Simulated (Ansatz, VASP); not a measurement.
**B2AsN in VASP and in Ansatz**

INCAR

```
  ALGO = Normal
  EDIFF = 1E-7
  ENCUT = 520
  GGA = PE
  GGA_COMPAT = F
  ISIF = 2
  ISMEAR = -1
  LASPH = T
  LCHARG = T
  LNONCOLLINEAR = T
  LORBIT = 11
  LORBMOM = T
  LREAL = F
  LSORBIT = T
  LVHAR = T
  LWAVE = F
  MAGMOM = 0 0 0 0 0 0 0 0 0 0 0 0
  NBANDS = 30
  NELM = 150
  PREC = Accurate
  SIGMA = 0.02
```

Contents of KPOINTS:

```
k-points
0
Gamma
  8 8 6
```

The input POSCAR:

```
B2AsN
1.0
    2.9886495490      0.0000000000      0.0000000000
    0.0000000000      2.9886495490      0.0000000000
    0.0000000000      0.0000000000      4.2744726710
N B As
1 2 1
Direct
    0.0000000000      0.0000000000      0.0000000000
    0.0000000000      0.5000000000      0.8013540279
    0.5000000000      0.0000000000      0.1986459721
    0.5000000000      0.5000000000      0.5000000000
```

Input for Ansatz:

```yaml
crystal:
  lattice:
    - [2.988649549, 0.0, 0.0]
    - [0.0, 2.988649549, 0.0]
    - [0.0, 0.0, 4.274472671]
  atoms:
    - { symbol: "N", position: [0.0, 0.0, 0.0] }
    - { symbol: B, position: [0.0, 0.5, 0.8013540279] }
    - { symbol: As, position: [0.5, 0.5, 0.5] }
    - { symbol: B, position: [0.5, 0.0, 0.1986459721] }
kpoints:
  mp_grid: { grid: [8, 8, 6] }
  band_path:
    path:
      - [0.0, 0.0, 0.0]
      - [0.0, 0.5, 0.0]
      - [0.5, 0.5, 0.0]
      - [0.0, 0.0, 0.5]
      - [0.0, 0.5, 0.5]
      - [0.5, 0.5, 0.5]
    npoints: 1
hamiltonian:
  xc: pbe
scf:
  occupations: { method: fermi_dirac, width: 0.02 }
  n_extra_bands: 10
magnetization:
  noncollinear: true
  spin_orbit: true
output:
  forces: true
  stress: true
  eigenvalues: true
```

Alike in both runs: task single point; functional PBE; k mesh 8 × 8 × 6; occupations fermi-dirac, width 0.02 eV; non-collinear spin, spin-orbit coupling.

```csv
,VASP,Ansatz
version,VASP 6.6.1,Ansatz 0.2.0
potentials or method,"VASP PAW PBE potentials, release 64 (N, B, As)","plane waves, PAW"
plane-wave cutoff (eV),520,420
valence electrons in the cell,16,26
```

Ansatz gave:

| Item | Value |
| --- | --- |
| pressure (GPa) | 2.5 |
| largest component of the traceless stress (GPa) | 0.74 |
| rms of the force components (eV/Å) | 0.112 |
| net moment per atom (μB) | 0.00 |

Which values does VASP return?

Pressure (GPa): 3.4; largest component of the traceless stress (GPa): 0.90; rms of the force components (eV/Å): 0.154; net moment per atom (μB): 0.00.

With one functional, cell and mesh, what is left measures potentials, basis and numerics. The two sets of potentials don't hold the same shells in valence.
